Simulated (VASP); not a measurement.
Computed with PBEsol GGA, VASP's PBE PAW potentials (set 64) (plane waves; VASP 6.6.1).

A VASP calculation is set up with these files.

### KPOINTS
```
Automatic mesh
0
gamma
5 4 1
```

### INCAR
```
ALGO = Normal
DIPOL = 0.5 0.5 0.5
EDIFF = 1E-5
EDIFFG = -0.03
ENCUT = 400
GGA = PS
IBRION = 2
IDIPOL = 3
ISIF = 2
ISMEAR = 0
LASPH = .True.
LCHARG = .False.
LDIPOL = .True.
LMAXMIX = 4
LREAL = .False.
LWAVE = .True.
NELM = 100
NELMIN = 4
NSW = 50
PREC = Normal
SIGMA = 0.05
SYSTEM = CaSe(110) slab
```

POSCAR:
```
CaSe(110) slab
1
    4.1549586804    -0.0000000000    -0.0000000000
   -0.0000000000     5.8759991200     0.0000000000
    0.0000000000     0.0000000000    27.3533873251
Ca Se
6 6
Direct
  0.0000000000   0.0000000000   0.3101260000
  0.5000000000   0.5000000000   0.3860760000
  0.0000000000   0.0000000000   0.4620250000
  0.5000000000   0.5000000000   0.5379750000
  0.0000000000   0.0000000000   0.6139240000
  0.5000000000   0.5000000000   0.6898740000
  0.5000000000   0.0000000000   0.3860760000
  0.0000000000   0.5000000000   0.3101260000
  0.5000000000   0.0000000000   0.5379750000
  0.0000000000   0.5000000000   0.4620250000
  0.5000000000   0.0000000000   0.6898740000
  0.0000000000   0.5000000000   0.6139240000
```

POTCAR, in this order: Ca_sv Se (PBE.64 set). Program: vasp_std.

Output

**OSZICAR**
```
...
DAV:   8    -0.575529777552E+02    0.18272E-01   -0.67883E-01  1340   0.237E+00    0.641E-01
DAV:   9    -0.575452540957E+02    0.77237E-02   -0.71636E-02  1484   0.685E-01    0.417E-01
DAV:  10    -0.575469430149E+02   -0.16889E-02   -0.13485E-02  1284   0.353E-01    0.195E-01
DAV:  11    -0.575482837457E+02   -0.13407E-02   -0.14041E-02  1188   0.262E-01    0.126E-01
DAV:  12    -0.575507591068E+02   -0.24754E-02   -0.24918E-03  1548   0.130E-01    0.720E-02
DAV:  13    -0.575541695406E+02   -0.34104E-02   -0.30915E-03  1084   0.113E-01    0.416E-02
DAV:  14    -0.575548056504E+02   -0.63611E-03   -0.30221E-04  1236   0.407E-02    0.274E-02
DAV:  15    -0.575564172138E+02   -0.16116E-02   -0.37156E-04  1075   0.481E-02    0.155E-02
DAV:  16    -0.575567273660E+02   -0.31015E-03   -0.68401E-05   948   0.215E-02    0.123E-02
DAV:  17    -0.575569467525E+02   -0.21939E-03   -0.70071E-05   964   0.180E-02    0.517E-03
DAV:  18    -0.575569868190E+02   -0.40067E-04   -0.16811E-05   852   0.891E-03    0.482E-03
DAV:  19    -0.575570920626E+02   -0.10524E-03   -0.16895E-05   827   0.719E-03    0.282E-03
DAV:  20    -0.575571650615E+02   -0.72999E-04   -0.51415E-06   772   0.480E-03    0.186E-03
DAV:  21    -0.575572419231E+02   -0.76862E-04   -0.87200E-06   804   0.433E-03    0.139E-03
DAV:  22    -0.575572602548E+02   -0.18332E-04   -0.13993E-06   756   0.287E-03    0.807E-04
DAV:  23    -0.575572675351E+02   -0.72803E-05   -0.86614E-07   724   0.186E-03
   1 F= -.57557268E+02 E0= -.57557268E+02  d E =-.575573E+02
       N       E                     dE             d eps       ncg     rms          rms(c)
DAV:   1    -0.576181111316E+02   -0.60851E-01   -0.13971E+01  1026   0.172E+01    0.125E+00
DAV:   2    -0.576564669092E+02   -0.38356E-01   -0.56032E-01  1177   0.334E+00    0.534E-01
DAV:   3    -0.576555788745E+02    0.88803E-03   -0.18557E-02  1556   0.455E-01    0.270E-01
DAV:   4    -0.576555051446E+02    0.73730E-04   -0.28734E-03  1291   0.192E-01    0.627E-02
DAV:   5    -0.576555840430E+02   -0.78898E-04   -0.44337E-04  1436   0.710E-02    0.348E-02
DAV:   6    -0.576556044007E+02   -0.20358E-04   -0.66113E-05  1356   0.228E-02    0.213E-02
DAV:   7    -0.576556584144E+02   -0.54014E-04   -0.29560E-05   908   0.175E-02    0.620E-03
DAV:   8    -0.576556929820E+02   -0.34568E-04   -0.72362E-06   788   0.782E-03    0.335E-03
DAV:   9    -0.576557422366E+02   -0.49255E-04   -0.11309E-05   780   0.627E-03    0.184E-03
DAV:  10    -0.576557712297E+02   -0.28993E-04   -0.47891E-06   780   0.410E-03    0.116E-03
DAV:  11    -0.576557910211E+02   -0.19791E-04   -0.31533E-06   756   0.302E-03    0.615E-04
DAV:  12    -0.576557989604E+02   -0.79393E-05   -0.14682E-06   754   0.204E-03
   2 F= -.57655799E+02 E0= -.57655799E+02  d E =-.985314E-01
       N       E                     dE             d eps       ncg     rms          rms(c)
DAV:   1    -0.575493779730E+02    0.10641E+00   -0.67742E+01  1026   0.376E+01    0.272E+00
DAV:   2    -0.577459261215E+02   -0.19655E+00   -0.27020E+00  1190   0.731E+00    0.119E+00
DAV:   3    -0.577451471800E+02    0.77894E-03   -0.95384E-02  1548   0.103E+00    0.600E-01
DAV:   4    -0.577454695582E+02   -0.32238E-03   -0.14495E-02  1313   0.437E-01    0.153E-01
DAV:   5    -0.577460542419E+02   -0.58468E-03   -0.21382E-03  1499   0.154E-01    0.718E-02
DAV:   6    -0.577461817051E+02   -0.12746E-03   -0.32513E-04  1540   0.514E-02    0.432E-02
DAV:   7    -0.577464343633E+02   -0.25266E-03   -0.14745E-04  1091   0.374E-02    0.144E-02
DAV:   8    -0.577465737454E+02   -0.13938E-03   -0.37259E-05   948   0.157E-02    0.746E-03
DAV:   9    -0.577467396130E+02   -0.16587E-03   -0.45737E-05   842   0.133E-02    0.410E-03
DAV:  10    -0.577468400780E+02   -0.10047E-03   -0.24716E-05   843   0.895E-03    0.257E-03
DAV:  11    -0.577468967396E+02   -0.56662E-04   -0.11415E-05   794   0.568E-03    0.127E-03
DAV:  12    -0.577469194444E+02   -0.22705E-04   -0.46513E-06   810   0.368E-03    0.969E-04
DAV:  13    -0.577469286410E+02   -0.91966E-05   -0.22098E-06   761   0.272E-03
   3 F= -.57746929E+02 E0= -.57746929E+02  d E =-.189661E+00
       N       E                     dE             d eps       ncg     rms          rms(c)
DAV:   1    -0.577540821365E+02   -0.71627E-02   -0.37123E+00  1026   0.797E+00    0.594E-01
DAV:   2    -0.577616239257E+02   -0.75418E-02   -0.12109E-01  1193   0.150E+00    0.258E-01
DAV:   3    -0.577616096249E+02    0.14301E-04   -0.50848E-03  1635   0.209E-01    0.128E-01
DAV:   4    -0.577615517752E+02    0.57850E-04   -0.37295E-04  1355   0.735E-02    0.405E-02
DAV:   5    -0.577615585193E+02   -0.67441E-05   -0.11299E-04  1356   0.321E-02    0.108E-02
DAV:   6    -0.577615614069E+02   -0.28876E-05   -0.18701E-05   945   0.126E-02
   4 F= -.57761561E+02 E0= -.57761561E+02  d E =-.146328E-01
       N       E                     dE             d eps       ncg     rms          rms(c)
DAV:   1    -0.577535241530E+02    0.80344E-02   -0.77142E+00  1026   0.115E+01    0.855E-01
DAV:   2    -0.577693736497E+02   -0.15849E-01   -0.25297E-01  1177   0.217E+00    0.372E-01
DAV:   3    -0.577693777062E+02   -0.40565E-05   -0.10724E-02  1683   0.309E-01    0.185E-01
DAV:   4    -0.577692533112E+02    0.12439E-03   -0.76251E-04  1419   0.106E-01    0.600E-02
DAV:   5    -0.577692723692E+02   -0.19058E-04   -0.25204E-04  1500   0.469E-02    0.155E-02
DAV:   6    -0.577692800041E+02   -0.76350E-05   -0.37110E-05  1106   0.199E-02
   5 F= -.57769280E+02 E0= -.57769280E+02  d E =-.223514E-01
       N       E                     dE             d eps       ncg     rms          rms(c)
DAV:   1    -0.577707632996E+02   -0.14909E-02   -0.25500E+00  1028   0.756E+00    0.533E-01
DAV:   2    -0.577783486361E+02   -0.75853E-02   -0.10267E-01  1167   0.153E+00    0.234E-01
DAV:   3    -0.577784239038E+02   -0.75268E-04   -0.32047E-03  1643   0.186E-01    0.135E-01
DAV:   4    -0.577783120824E+02    0.11182E-03   -0.41670E-04  1228   0.730E-02    0.450E-02
DAV:   5    -0.577783152835E+02   -0.32011E-05   -0.82860E-05  1036   0.272E-02
   6 F= -.57778315E+02 E0= -.57778315E+02  d E =-.903528E-02
       N       E                     dE             d eps       ncg     rms          rms(c)
DAV:   1    -0.577292661738E+02    0.49046E-01   -0.19685E+01  1026   0.210E+01    0.150E+00
DAV:   2    -0.577883743197E+02   -0.59108E-01   -0.79983E-01  1166   0.426E+00    0.656E-01
DAV:   3    -0.577891098794E+02   -0.73556E-03   -0.25924E-02  1636   0.538E-01    0.379E-01
DAV:   4    -0.577883722287E+02    0.73765E-03   -0.32066E-03  1227   0.208E-01    0.128E-01
DAV:   5    -0.577884456098E+02   -0.73381E-04   -0.69124E-04  1604   0.772E-02    0.329E-02
DAV:   6    -0.577884930086E+02   -0.47399E-04   -0.95529E-05  1132   0.316E-02    0.192E-02
DAV:   7    -0.577885882985E+02   -0.95290E-04   -0.47391E-05   939   0.215E-02    0.741E-03
DAV:   8    -0.577886890617E+02   -0.10076E-03   -0.21483E-05   833   0.116E-02    0.533E-03
DAV:   9    -0.577887864130E+02   -0.97351E-04   -0.22858E-05   818   0.104E-02    0.365E-03
DAV:  10    -0.577888468360E+02   -0.60423E-04   -0.13601E-05   825   0.690E-03    0.166E-03
DAV:  11    -0.577888688530E+02   -0.22017E-04   -0.41269E-06   776   0.420E-03    0.137E-03
DAV:  12    -0.577888783046E+02   -0.94516E-05   -0.21841E-06   745   0.247E-03
   7 F= -.57788878E+02 E0= -.57788878E+02  d E =-.195983E-01
       N       E                     dE             d eps       ncg     rms          rms(c)
DAV:   1    -0.577884478868E+02    0.42097E-03   -0.53496E-01  1026   0.283E+00    0.225E-01
DAV:   2    -0.577895081084E+02   -0.10602E-02   -0.16817E-02  1200   0.533E-01    0.960E-02
DAV:   3    -0.577895013665E+02    0.67419E-05   -0.76040E-04  1532   0.745E-02    0.406E-02
DAV:   4    -0.577895115582E+02   -0.10192E-04   -0.61749E-05  1115   0.276E-02    0.115E-02
DAV:   5    -0.577895147305E+02   -0.31723E-05   -0.60777E-06   721   0.104E-02
   8 F= -.57789515E+02 E0= -.57789515E+02  d E =-.636426E-03
```

**OUTCAR**
```
------------------------ aborting loop because EDIFF is reached ----------------------------------------
  FORCE on cell =-STRESS in cart. coord.  units (eV):
  Direction    XX          YY          ZZ          XY          YZ          ZX
  --------------------------------------------------------------------------------------
  Total        2.6730307     -6.5699143     -0.3031080      0.0000000      0.0000000      0.0000000
  in kB        6.4129075    -15.7619789     -0.7271910      0.0000000      0.0000000      0.0000000
  external PRESSURE =      -3.3587541 kB  Pullay stress =       0.0000000 kB
  volume of cell :      667.82
      direct lattice vectors                 reciprocal lattice vectors
     4.154958680  0.000000000  0.000000000     0.240676280  0.000000000  0.000000000
     0.000000000  5.875999120  0.000000000     0.000000000  0.170183824  0.000000000
     0.000000000  0.000000000 27.353387325     0.000000000  0.000000000  0.036558543
 POSITION                                       TOTAL-FORCE (eV/Angst)
 -----------------------------------------------------------------------------------
      0.00000      0.00000      8.67967         0.000000      0.000000      0.003023
      2.07748      2.93800     10.42893         0.000000      0.000000      0.007244
      0.00000      0.00000     12.71062         0.000000      0.000000      0.006964
      2.07748      2.93800     14.64277         0.000000      0.000000     -0.006964
      0.00000      0.00000     16.92446         0.000000      0.000000     -0.007244
      2.07748      2.93800     18.67372         0.000000      0.000000     -0.003023
      2.07748      0.00000     10.57556         0.000000      0.000000     -0.002194
      0.00000      2.93800      8.43029         0.000000      0.000000      0.012450
      2.07748      0.00000     14.74048         0.000000      0.000000     -0.000295
      0.00000      2.93800     12.61291         0.000000      0.000000      0.000295
      2.07748      0.00000     18.92310         0.000000      0.000000     -0.012450
      0.00000      2.93800     16.77782         0.000000      0.000000      0.002194
 -----------------------------------------------------------------------------------
    total drift:                               -0.000000      0.000000      0.000000
  FREE ENERGIE OF THE ION-ELECTRON SYSTEM (eV)
  ---------------------------------------------------
  free  energy   TOTEN  =       -57.7895147305 eV

  energy  without entropy=      -57.7895147305  energy(sigma->0) =      -57.78951473

 reached required accuracy - stopping structural energy minimisation
```
(Selected blocks of OUTCAR.)

CONTCAR:
```
CaSe(110) slab
   1.00000000000000
     4.1549586804000000    0.0000000000000000    0.0000000000000000
     0.0000000000000000    5.8759991200000004    0.0000000000000000
     0.0000000000000000    0.0000000000000000   27.3533873251000017
  Ca              Se
     6     6
Direct
     0.0000000000000000    0.0000000000000000    0.3173160023898311
     0.5000000000000000    0.5000000000000000    0.3812665153767896
     0.0000000000000000    0.0000000000000000    0.4646817523820164
     0.5000000000000000    0.5000000000000000    0.5353182476179837
     0.0000000000000000    0.0000000000000000    0.6187334846232104
     0.5000000000000000    0.5000000000000000    0.6826839976101690
     0.5000000000000000    0.0000000000000000    0.3866272153767526
     0.0000000000000000    0.5000000000000000    0.3081991996491963
     0.5000000000000000    0.0000000000000000    0.5388903863642740
     0.0000000000000000    0.5000000000000000    0.4611096136357259
     0.5000000000000000    0.0000000000000000    0.6918008003508036
     0.0000000000000000    0.5000000000000000    0.6133727846232474
```

File OUTCAR:
```
 val. band max:       -1.0715854691   @ k =   0.0000   0.0000   0.0000

 cond. band min:       0.7214282753   @ k =   0.4000   0.0000   0.0000


 Fermi energy:        -0.7757836379

 k-point     1 :       0.0000    0.0000    0.0000
  band No.  band energies     occupation
      1     -41.7032      2.00000
      2     -41.7032      2.00000
      3     -40.9916      2.00000
      4     -40.9851      2.00000
      5     -40.5983      2.00000
      6     -40.5983      2.00000
      7     -22.8937      2.00000
      8     -22.8937      2.00000
      9     -22.8338      2.00000
     10     -22.8338      2.00000
     11     -22.6916      2.00000
     12     -22.6916      2.00000
     13     -22.1416      2.00000
     14     -22.1349      2.00000
     15     -22.1263      2.00000
     16     -22.1026      2.00000
     17     -22.0796      2.00000
     18     -22.0779      2.00000
     19     -21.7780      2.00000
     20     -21.7779      2.00000
     21     -21.7175      2.00000
     22     -21.7157      2.00000
     23     -21.6763      2.00000
     24     -21.6762      2.00000
     25     -13.3407      2.00000
     26     -13.2030      2.00000
     27     -12.7935      2.00000
     28     -12.6406      2.00000
     29     -12.0068      2.00000
     30     -11.9989      2.00000
     31      -4.1066      2.00000
     32      -3.9719      2.00000
     33      -3.9122      2.00000
     34      -3.6858      2.00000
     35      -3.3084      2.00000
     36      -2.9676      2.00000
     37      -2.8966      2.00000
     38      -2.8862      2.00000
     39      -2.7630      2.00000
     40      -2.4213      2.00000
     41      -2.3858      2.00000
     42      -1.9644      2.00000
     43      -1.9526      2.00000
     44      -1.9173      2.00000
     45      -1.7756      2.00000
     46      -1.6124      2.00000
     47      -1.1406      2.00000
     48      -1.0716      2.00000
     49       0.7728      0.00000
     50       1.0713      0.00000
     51       1.4107      0.00000
...
```

The cell is a thin slab with vacuum, built from CaSe (rock salt): (110) face.
